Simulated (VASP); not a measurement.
Data:

```yaml
crystal:
  lattice:
    - [3.27573, 0.00000, 0.00000]
    - [-1.63787, 2.83687, 0.00000]
    - [0.00000, 0.00000, 7.17699]
  atoms:
    - { symbol: Mo, position: [0.00000, 0.00000, 0.00000] }
    - { symbol: Mo, position: [0.00000, 0.00000, 0.50000] }
    - { symbol: Se, position: [0.33333, 0.66667, 0.25000] }
    - { symbol: Se, position: [0.66667, 0.33333, 0.75000] }
```

Method: PBE GGA, VASP's PBE PAW potentials (set 64) (plane waves; VASP 6.6.1). Settings: 400 eV cut-off, Gaussian smearing of 0.050 eV, potentials Mo_sv Se.

Problem. Predict the band gap (along the path) with the smallest direct gap where there is one.

Solution. 
```
Item                                                         Result
-------------------------  ----------------------------------------
band gap (along the path)  none (metal, semimetal or under 0.01 eV)
```

Total energies compare only between runs with the same potentials, cut-off and functional.

The structure was generated: MoSe was put into the NiAs type type (P6_3/mmc), which need not be its known phase. It was relaxed first, which changed the volume by -33 %. VASP warned that the highest band is occupied, so more bands are needed.
